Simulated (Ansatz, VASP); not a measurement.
**Cross-check of BO between VASP and Ansatz**

One calculation is typed for both programs; each brings its own data sets. How far apart do they land? The cell is taken from a series of runs on this material, whose earlier steps may have relaxed, scaled, displaced or heated it; both programs get it as it stands.

Calculated with Ansatz 0.2.0; plane waves, with VASP 6.6.1 beside it; single point at PBE0.

### 1. Starting point

The cell holds 4 atoms: 2 B and 2 O. Cell: a = 2.442 Å, b = 2.442 Å, c = 29.000 Å, α = 90.0°, β = 90.0°, γ = 120.0°. Vacuum lies along c.

### 2. VASP: single point, PBE0

With cell and atoms fixed, the geometry can't cause a difference; cores, projectors, grids and the points listed under the comparison can.

Lines of VASP's logs that name or quote its potential files are left out, and so is its time.

The run reads the wave functions of an earlier VASP run, which isn't shown here.

INCAR reads:

```
SYSTEM = BO
PREC = Accurate
ENCUT = 520
EDIFF = 1E-06
NELM = 100
ISMEAR = 0
SIGMA = 0.01
LREAL = .FALSE.
ALGO = Normal
LHFCALC = .TRUE.
AEXX = 0.25
GGA = PE
LASPH = .TRUE.
NBANDS = 15
PRECFOCK = Fast
LORBIT = 11
LWAVE = .FALSE.
LCHARG = .FALSE.
KPAR = 4
NCORE = 2
ISIF = 2
LDIPOL = .TRUE.
IDIPOL = 3
DIPOL = 0.5 0.5 0.5
LVHAR = .TRUE.
```

POSCAR reads:

```
BO
1.0
    2.4422262060      0.0000000000      0.0000000000
   -1.2211131030      2.1150299362      0.0000000000
    0.0000000000      0.0000000000     29.0000000000
B O
2 2
Direct
    0.3333333333      0.6666666667      0.5305535553
    0.3333333333      0.6666666667      0.4694464447
    0.6666666667      0.3333333333      0.5503965249
    0.6666666667      0.3333333333      0.4496034751
```

KPOINTS reads:

```
Automatic mesh
0
Gamma
6 6 1
0 0 0
```

The projector-augmented-wave data sets are B and O (PBE family, release 64).

The run is started by

```bash
$ mpirun -np 8 vasp_std
```

Numbers of over 12 decimals in the logs are rounded to 6 here.

Output:

```text
[banner, memory and clock lines left out]
running    8 mpi-ranks, on    1 nodes
 distrk:  each k-point on    2 cores,    4 groups
 distr:  one band on    2 cores,    1 groups

 POSCAR found type information on POSCAR B O
 POSCAR found :  2 types and       4 ions
 LDA part: xc-table for (Slater+PW92), standard interpolation
 found WAVECAR, reading the header
 POSCAR, INCAR and KPOINTS ok, starting setup
 FFT: planning ... GRIDC
 FFT: planning ... GRID_SOFT
 FFT: planning ... GRID
 reading WAVECAR
 the WAVECAR file was read successfully
 initial charge from wavefunction
 entering main loop
       N       E                     dE             d eps       ncg     rms          rms(c)
DAV:   1    -0.379963236128E+02   -0.37996E+02   -0.54802E-01   280   0.730E+00    0.551E-01
DAV:   2    -0.380004356614E+02   -0.41120E-02   -0.25399E-02   252   0.120E+00    0.377E-01
DAV:   3    -0.379984700215E+02    0.19656E-02   -0.42923E-03   259   0.516E-01    0.225E-01
DAV:   4    -0.379982587748E+02    0.21125E-03   -0.10204E-03   266   0.233E-01    0.141E-01
DAV:   5    -0.379981386765E+02    0.12010E-03   -0.76934E-05   238   0.841E-02    0.795E-02
DAV:   6    -0.379980996724E+02    0.39004E-04   -0.44114E-05   238   0.657E-02    0.423E-02
DAV:   7    -0.379980897079E+02    0.99645E-05   -0.60783E-06   238   0.260E-02    0.239E-02
DAV:   8    -0.379980860585E+02    0.36495E-05   -0.12258E-06   203   0.120E-02    0.140E-02
DAV:   9    -0.379980849311E+02    0.11274E-05   -0.83221E-07   196   0.817E-03    0.827E-03
DAV:  10    -0.379980845630E+02    0.36815E-06   -0.17795E-07   196   0.403E-03
   1 F= -.37998085E+02 E0= -.37998085E+02  d E =-.841329E-48
```

OUTCAR, selected parts (step 2):

```text
ion  position               nearest neighbor table
   1  0.333  0.667  0.531-   3 1.52   3 1.52   3 1.52   2 1.77
   2  0.333  0.667  0.469-   4 1.52   4 1.52   4 1.52   1 1.77
   3  0.667  0.333  0.550-   1 1.52   1 1.52   1 1.52
   4  0.667  0.333  0.450-   2 1.52   2 1.52   2 1.52

  LATTYP: Found a hexagonal cell.
 ALAT       =     2.4422262060
 C/A-ratio  =    11.8744119315

 Subroutine GETGRP returns: Found 12 space group operations
 (whereof 12 operations were pure point group operations)

The static configuration has the point symmetry D_3h.

 Found      7 irreducible k-points:

   k-points           NKPTS =      7   k-points in BZ     NKDIM =     36   number of bands    NBANDS=     15

   dimension x,y,z NGX =    18 NGY =   18 NGZ =  216
   dimension x,y,z NGXF=    36 NGYF=   36 NGZF=  432

   ENCUT  =  520.0 eV  38.22 Ry    6.18 a.u.   4.54  4.54 53.92*2*pi/ulx,y,z

   NELECT =      18.0000    total number of electrons

 k-points in reciprocal lattice and weights: Automatic mesh
   0.00000000  0.00000000  0.00000000       0.028
   0.16666667  0.00000000  0.00000000       0.167
   0.33333333 -0.00000000  0.00000000       0.167
   0.50000000 -0.00000000  0.00000000       0.083
   0.16666667  0.16666667  0.00000000       0.167
   0.33333333  0.16666667  0.00000000       0.333
   0.33333333  0.33333333  0.00000000       0.056

  exchange ACFDT corr.  =         0.00000000  see jH, gK, PRB 81, 115126

 dipolmoment           0.000000      0.000000      0.000000 electrons x Angstroem

 average (electrostatic) potential at core
       1 -33.7951       2 -33.7951       3 -74.2858       4 -74.2858

 E-fermi :  -5.8681

 k-point     1 :       0.0000    0.0000    0.0000
  band No.  band energies     occupation
    ...
      5      -9.6398      2.00000
      6      -9.6398      2.00000
      7      -9.4448      2.00000
      8      -9.4448      2.00000
      9      -6.2342      2.00000
     10       2.0762      0.00000
     11       2.1324      0.00000
     12       2.4176      0.00000
     13       2.7307      0.00000
     14       3.2860      0.00000
    ...

 k-point     2 :       0.1667    0.0000    0.0000
  band No.  band energies     occupation
    ...
      5     -11.7571      2.00000
      6     -11.1673      2.00000
      7     -10.3615      2.00000
      8     -10.0995      2.00000
      9      -5.9699      2.00000
     10       2.9711      0.00000
     11       2.9889      0.00000
     12       3.2928      0.00000
     13       3.6546      0.00000
     14       3.9960      0.00000
    ...

 k-point     3 :       0.3333   -0.0000    0.0000
  band No.  band energies     occupation
    ...
      5     -13.5167      2.00000
      6     -11.5576      2.00000
      7     -11.2053      2.00000
      8     -10.3695      2.00000
      9      -6.4264      2.00000
     10       1.9374      0.00000
     11       5.0727      0.00000
     12       5.7790      0.00000
     13       5.9387      0.00000
     14       6.1035      0.00000
    ...

  Total       -1.3214306     -1.3214306     -0.8573779      0.0000000      0.0000000      0.0000000
  in kB      -14.1336563    -14.1336563     -9.1702775      0.0000000      0.0000000      0.0000000
  external PRESSURE =     -12.4791967 kB  Pullay stress =       0.0000000 kB

  energy-cutoff  :      520.00
  volume of cell :      149.80
      direct lattice vectors                 reciprocal lattice vectors
     2.442226206  0.000000000  0.000000000     0.409462480  0.236403273  0.000000000
    -1.221113103  2.115029936  0.000000000     0.000000000  0.472806547  0.000000000
     0.000000000  0.000000000 29.000000000     0.000000000  0.000000000  0.034482759

 POSITION                                       TOTAL-FORCE (eV/Angst)
 -----------------------------------------------------------------------------------
     -0.00000      1.41002     15.38605        -0.000000     -0.000000      0.386625
     -0.00000      1.41002     13.61395        -0.000000     -0.000000     -0.386625
      1.22111      0.70501     15.96150         0.000000      0.000000     -0.502600
      1.22111      0.70501     13.03850         0.000000     -0.000000      0.502600
 -----------------------------------------------------------------------------------
    total drift:                               -0.000000      0.000001     -0.000006

  FREE ENERGIE OF THE ION-ELECTRON SYSTEM (eV)
  ---------------------------------------------------
  free  energy   TOTEN  =       -37.9980845630 eV

  energy  without entropy=      -37.9980845630  energy(sigma->0) =      -37.99808456

 vacuum level on the upper side and lower side of the slab         2.209         2.209

 total charge
# of ion       s       p       d       tot
------------------------------------------
    1        0.673   1.267   0.000   1.940
    2        0.673   1.267   0.000   1.940
    3        1.561   3.664   0.000   5.225
    4        1.561   3.664   0.000   5.225
--------------------------------------------------
tot          4.469   9.862   0.000  14.331

[... 3 further parts left out ...]
```

The k-mesh is coarse for unscreened exact exchange, which converges slowly with it.

### 3. Ansatz: single point, PBE0

Ansatz runs on its PAW soft_1 files.

The same cell, functional and mesh now go to Ansatz, which takes its cutoff from its data sets.

input.yaml reads:

```yaml
crystal:
  lattice:
    - [2.442226206, 0.0, 0.0]
    - [-1.221113103, 2.1150299362, 0.0]
    - [0.0, 0.0, 29.0]
  atoms:
    - { symbol: B, position: [0.3333333333, 0.6666666667, 0.5305535553] }
    - { symbol: B, position: [0.3333333333, 0.6666666667, 0.4694464447] }
    - { symbol: O, position: [0.6666666667, 0.3333333333, 0.5503965249] }
    - { symbol: O, position: [0.6666666667, 0.3333333333, 0.4496034751] }
  periodic: [true, true, false]
kpoints:
  mp_grid: { grid: [6, 6, 1] }
  band_path:
    path:
      - [0.0, 0.0, 0.0]
      - [0.5, 0.0, 0.0]
      - [0.3333333333, 0.3333333333, 0.0]
      - [0.1111111111, 0.1111111111, 0.0]
      - [0.35, 0.0, 0.0]
    npoints: 1
hamiltonian:
  xc: pbe0
  pseudopotentials: { kind: paw, azcp: { folder: soft_1 } }
scf:
  occupations: { method: fixed }
  n_extra_bands: 5
output:
  eigenvalues: true
  write_density: true
  write_potential: true
  elf: true
  volumetric_format: npy
```

The run is started by

```bash
$ ansatz run input.yaml --threads 4 --pin off --max-ram 17510MiB --backend cpu --events-out ev --progress --plain --runs-dir out
```

Output:

```text
scf.n_extra_bands = 5 over 9 filled bands (N_el = 18.0): the run solves 14 bands
Engine: ansatz 0.2.0, aarch64-unknown-linux-gnu
Pseudopotentials: kind: paw
Pseudopotential: B, paw, valence charge 3, recommended cutoff 420 eV (normal), soft_1/B.paw.azcp
Pseudopotential: O, paw, valence charge 6, recommended cutoff 420 eV (normal), soft_1/O.paw.azcp
Functional definition: PBE0
  parameter a = 0.25
  parameter kappa = 0.804
  parameter beta = 0.066725
  exchange = (1 - a)*pbe_x(kappa = kappa, mu = beta*pi^2/3) + a*exact_x
  correlation = pbe_c(beta = beta)
davidson cushion auto → on  (no smearing: the cushion is to keep the highest requested band from converging to the state above it; pin scf.eigensolver.cushion to override)
Crystal: 4 atoms, lattice volume = 149.796 Å³
Basis set: ecut = 420 eV, 2839 PW (Γ)
Bands: 14, of which v1, the nominal top of the filled ones, is band 9 counted from 1 (8 counted from 0)
Symmetry: 12 space group operations
Space group: P-6m2 (ITA 187), of the structure as read, at distance tolerance 5.3e-5 Å
k-points: 7 of 36 (time reversal used)
Non-local potential: B, projectors of the file, l = 0: 2, l = 1: 2, l = 2: 1
Non-local potential: O, projectors of the file, l = 0: 2, l = 1: 2, l = 2: 1
PAW form: soft (Blöchl's): semilocal exchange-correlation on the pseudo side does not see the compensation charge
PAW frozen core: B, regenerated for the run's functional, and the local potential with it (the file was generated under x = pbe(κ = 0.804, μ = 0.219515), c = pbe(β = 0.066725))
PAW frozen core: O, regenerated for the run's functional, and the local potential with it (the file was generated under x = pbe(κ = 0.804, μ = 0.219515), c = pbe(β = 0.066725))
PAW one-centre angular grid: B, 110 points (default); XC on 64 Gauss nodes
PAW one-centre angular grid: O, 110 points (default); XC on 64 Gauss nodes
Initial density: superposition of atomic densities (neutral atoms: chi_scale 0, normalization atom)
Initial wavefunctions: pseudopotential atomic-orbital guess
Functional: x = pbe(κ = 0.804, μ = 0.219515), c = pbe(β = 0.066725), warm-up for x = 0.75 pbe(κ = 0.804, μ = 0.219515) + 0.25 exact, c = pbe(β = 0.066725)
iter 1 solved again at ethr=2.33e-2 eV; its pass at ethr=1.00e-1 eV (dr2=4.20e0 eV) is discarded
SCF iter   1: F=—  HF=-1449.931691 eV  |F-HF|=—  |Δ(HF+E_count)|=         —  Δρ=6.30e-2  dr2=4.21e0  ethr=2.33e-2  ⟨swp⟩=3.9  Hψ=623  notcnv=0
preconditioner: auto → none  [insulator: Δε(μ)=5.342 eV  Ē_g=19.246 eV  n_scr=16 (ndim 8)  ℏωp=12.9 eV  f_vac=0.774]
SCF iter   2: F=—  HF=-1448.835837 eV  |F-HF|=—  |Δ(HF+E_count)|=    1.10e0  Δρ=2.81e-2  dr2=6.97e-1  ethr=2.33e-2  ⟨swp⟩=4.0  Hψ=273  notcnv=0  defer=6
SCF iter   3: F=—  HF=-1448.722380 eV  |F-HF|=—  |Δ(HF+E_count)|=   1.13e-1  Δρ=1.08e-2  dr2=1.48e-1  ethr=3.87e-3  ⟨swp⟩=4.9  Hψ=300  notcnv=0  defer=6
iter 4 solved again at ethr=5.46e-5 eV; its pass at ethr=8.23e-4 eV (dr2=9.83e-3 eV) is discarded
SCF iter   4: F=—  HF=-1448.702205 eV  |F-HF|=—  |Δ(HF+E_count)|=   2.02e-2  Δρ=3.60e-3  dr2=9.37e-3  ethr=5.46e-5  ⟨swp⟩=4.1  Hψ=550  notcnv=0  defer=4
SCF iter   5: F=-1448.703583 eV  HF=-1448.703410 eV  |F-HF|=1.73e-4  |Δ(HF+E_count)|=   1.21e-3  Δρ=8.03e-4  dr2=3.65e-4  ethr=5.20e-5  ⟨swp⟩=2.6  Hψ=229  notcnv=0  defer=1
SCF 1 stopped early in 5 iterations: F = -1448.703583 eV  dr2 = 3.65e-4
  greatest PAW one-centre occupation: 0.861 electrons in one spin orbital (limit 2), on the O atom at site 3 (counted from 0), in its partial waves of l = 0
Initial density: handed on by an earlier stage of this run
Initial wavefunctions: those handed on with the density
Functional: x = 0.75 pbe(κ = 0.804, μ = 0.219515) + 0.25 exact, c = pbe(β = 0.066725)
Frozen-core exchange: fock
SCF iter   1: F=—  HF=-1448.968692 eV  |F-HF|=—  |Δ(HF+E_count)|=         —  Δρ=4.59e-3  dr2=2.47e-2  ethr=2.03e-5  ⟨swp⟩=10.9  Hψ=586  notcnv=0
preconditioner: auto → none  [insulator: Δε(μ)=7.115 eV  Ē_g=21.166 eV  n_scr=16 (ndim 8)  ℏωp=12.9 eV  f_vac=0.786]
SCF iter   2: F=—  HF=-1448.960985 eV  |F-HF|=—  |Δ(HF+E_count)|=   7.71e-3  Δρ=1.54e-3  dr2=2.36e-3  ethr=2.03e-5  ⟨swp⟩=4.1  Hψ=308  notcnv=0
SCF iter   3: F=—  HF=-1448.967475 eV  |F-HF|=—  |Δ(HF+E_count)|=   6.49e-3  Δρ=4.15e-4  dr2=1.98e-4  ethr=8.87e-6  ⟨swp⟩=4.0  Hψ=312  notcnv=0  defer=2
SCF iter   4: F=—  HF=-1448.967416 eV  |F-HF|=—  |Δ(HF+E_count)|=   5.88e-5  Δρ=3.45e-5  dr2=1.58e-5  ethr=9.30e-7  ⟨swp⟩=3.4  Hψ=266  notcnv=0
SCF iter   5: F=-1448.967525 eV  HF=-1448.967527 eV  |F-HF|=1.65e-6  |Δ(HF+E_count)|=   1.11e-4  Δρ=5.91e-5  dr2=3.66e-6  ethr=5.14e-9  ⟨swp⟩=6.7  Hψ=485  notcnv=0  defer=8
SCF 2 stopped early in 5 iterations: F = -1448.967525 eV  dr2 = 3.66e-6
  greatest PAW one-centre occupation: 0.864 electrons in one spin orbital (limit 2), on the O atom at site 3 (counted from 0), in its partial waves of l = 0
hybrid outer 1: dexx = +8.386e-3 eV, tail = 2.12e-5 eV
Frozen-core exchange: fock
SCF iter   1: F=—  HF=-1448.967616 eV  |F-HF|=—  |Δ(HF+E_count)|=         —  Δρ=2.46e-5  dr2=2.66e-7  ethr=5.89e-7  ⟨swp⟩=3.1  Hψ=240  notcnv=0
preconditioner: auto → none  [insulator: Δε(μ)=7.103 eV  Ē_g=21.146 eV  n_scr=16 (ndim 8)  ℏωp=12.9 eV  f_vac=0.787]
SCF iter   2: F=—  HF=-1448.967616 eV  |F-HF|=—  |Δ(HF+E_count)|=   4.12e-7  Δρ=1.31e-5  dr2=1.48e-7  ethr=1.31e-9  ⟨swp⟩=5.9  Hψ=430  notcnv=0  defer=4
iter 3 solved again at ethr=1.55e-11 eV; its pass at ethr=6.53e-10 eV (dr2=2.79e-9 eV) is discarded
SCF iter   3: F=-1448.967616 eV  HF=-1448.967616 eV  |F-HF|=1.86e-9  |Δ(HF+E_count)|=   1.79e-8  Δρ=2.39e-6  dr2=3.36e-8  ethr=1.55e-11  ⟨swp⟩=4.9  Hψ=572  notcnv=0
SCF 3 converged in 3 iterations: F = -1448.967616 eV  dr2 = 3.36e-8
hybrid outer 2: dexx = +2.098e-7 eV, tail = 7.29e-8 eV, Δε = 3.54e-3 eV (about 2.90e-4 eV left of the loop's levels)
NSCF: frozen V_eff on 5 k-points
WARN: The output density's exchange-correlation potential varies sharply where the density is thin. Do not read a vacuum level from v_tot or v_xc, or from such a field of the output density. On a cell that repeats whose density bears no net charge and no dipole along the vacuum's axis use v_es (v_loc + v_h of the components); under efield.dipole_correction with no amplitude use v_es + v_field, which holds any externa [...]
hybrid SCF converged: 2 outer / 8 inner (+5 warm-up), last move |dexx| = 2.10e-7 eV, tail = 7.29e-8 eV
Stability not checked: this state was not tested for a lower state beside it, because the functional holds exact exchange (a hybrid, or Hartree-Fock), whose exchange loop this test does not read (fock_operator; see scf.lower_state_search)
Free energy (F): -1448.967616 eV
Frozen-core exchange: fock
Harris-Foulkes:  -1448.967616 eV  (|F-HF|=1.86e-9)
Internal energy: -1448.967616 eV  (E = F + TS)
E sigma→0 (E₀):  -1448.967616 eV
Fermi energy:    -8.127893 eV
--- Per-component energies (eV) ---
  E_band       = -323.405461
  E_kinetic    = 441.098240
  E_local      = -32943.563411  (includes V_loc(G=0)·N_el)
  E_nonlocal   = 118.514020
  E_hartree    = 16226.807255
  E_xc         = -161.447635
  E_vxc        = -200.977568  (∫ρ·V_xc dr)
  E_exx        = -57.630600  (= α·E_x^exact, valence–valence)
  E_paw        = -472.450096  (= ΣΔE_a)
  E_vpaw       = -76.834165  (= ΣTr[D̂ρ^β])
  E_aug_tail   = 0.001576  (compensation charges beyond the density's cutoff)
  E_ewald      = 15399.779208
  E_core_change = -0.076173  (= ΣΔE_core)
  E_smearing   = -0.000000  (= −TS)
  E_closure    = -0.000000  (closes the sum)
  Σ components = -1448.967616   (vs F -1448.967616, Δ=1.59e-12)
--- Band table (eV; the first three rows and the last of 7) ---
  k-point 0: bands = [... 5 lower, -11.8072, -11.6137, -11.6137, -8.3895, -0.1412, -0.0504, 0.6866, 0.7639, ... 1 higher]
  k-point 1: bands = [... 5 lower, -13.3564, -12.5279, -12.2679, -8.1279, 0.7686, 0.7716, 1.5451, 1.6069, ... 1 higher]
  k-point 2: bands = [... 5 lower, -13.7236, -13.3739, -12.5623, -8.5817, -0.2061, 2.8996, 3.5767, 3.7390, ... 1 higher]
  k-point 6: bands = [... 5 lower, -17.4851, -13.0901, -11.7941, -9.6801, -0.8353, 4.2171, 6.5217, 7.0830, ... 1 higher]
  the weakly bound empty levels are not read free of the cell's end (exact_exchange)
```

The column dr2 measures how far the density is from self-consistency, as an energy; F and HF (Harris–Foulkes) agree once it is small.

### 4. Differences

Known differences besides the potentials themselves: exact exchange at q = 0 is treated differently, which shows on coarse meshes; VASP keeps PBE cores, Ansatz makes them for the functional; fixed occupations in Ansatz, narrow Gaussian smearing in VASP; Ansatz cuts the interaction across the vacuum, VASP repeats the sheet with a dipole correction; the cutoff is 420 eV in Ansatz and 520 eV in VASP; VASP takes a coarser grid for exact exchange (PRECFOCK = Fast). Total energies have different zeros and are not compared.

Compared:

| quantity | Ansatz | VASP | difference |
| --- | --- | --- | --- |
| gap on the k mesh (eV) | 7.103 | 7.083 | +0.020 |

A gap on the mesh is an upper bound, since the band edges may lie between its points. With vacuum in the cell, a pressure given here is an average over mostly empty space and none of the material.

### 5. Summary of results

| Quantity | Value |
| --- | --- |
| difference in gap on the k mesh (single point, PBE0) | 0.020 eV |

The difference in gap on the k mesh is 0.020 eV (single point, PBE0), within the 0.08 eV picked in this series as the mark of a large difference. How closely two codes agree says nothing of how well the functional describes the real material.

[Lines on the potential files, build, host, timing and source positions are cut from VASP's logs without a mark.]

[Logs are printed without paths, hosts, clocks, repeated set-up lines and the standing remarks that a program may print on its own settings, such as how far it seeks lower states.]

[Hosts, paths, dates, database ids (printed as entryN), source tags and the programs' standing remarks are cut or masked in the printed files.]
